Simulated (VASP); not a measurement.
Input of a VASP 6.6.1 run:

INCAR

```
ALGO = Normal
EDIFF = 1E-7
ENCUT = 520
GGA = PS
ISIF = 2
ISMEAR = 0
ISPIN = 2
LASPH = True
LCHARG = False
LDAU = True
LDAUJ = 0 0
LDAUL = 3 -1
LDAUPRINT = 1
LDAUTYPE = 2
LDAUU = 8 0
LMAXMIX = 6
LORBIT = 11
LREAL = False
LWAVE = False
MAGMOM = 4 0
NBANDS = 22
NELM = 100
PREC = Accurate
SIGMA = 0.05
```

The input KPOINTS:

```
k-points
0
Gamma
  9 9 9
```

The input POSCAR:

```
PmO
1.0
    1.2114095000      0.6994076000      3.8651574800
   -1.2114095000      0.6994076000      3.8651574800
    0.0000000000     -1.3988152000      3.8651574800
Pm O
1 1
Direct
    0.5000000000      0.5000000000      0.5000000000
    0.0000000000      0.0000000000      0.0000000000
```

Potentials or basis: VASP PAW PBE potentials, release 64 (Pm, O).

The run is started by

```console
$ cat potpaw_PBE.64/Pm/POTCAR potpaw_PBE.64/O/POTCAR > POTCAR
$ mpirun -np 1 vasp_std > vasp.out
```

What does it give for the pressure?

142.3 GPa.

Estimate the net moment.

4.35 μB per cell.

Eigenvalues of the final occupation matrices:
| site | spin | trace | eigenvalues |
| --- | --- | --- | --- |
| site 1 f | 1 | 4.30 | 0.04 0.04 0.24 0.99 0.99 0.99 1.00 |
| site 1 f | 2 | 0.14 | 0.01 0.01 0.01 0.02 0.03 0.03 0.04 |

Caveat: the magnetic or orbital state may not be the lowest; a pressure of tens of GPa on the cell as given is suspect, and the run, the potentials or the cell itself is likely at fault; the PAW data sets were made with another functional, which shifts forces and pressure a little; spin-orbit coupling is left out, which moves the levels of the heavy elements. The state reached can hang on the start; a lower one may exist.
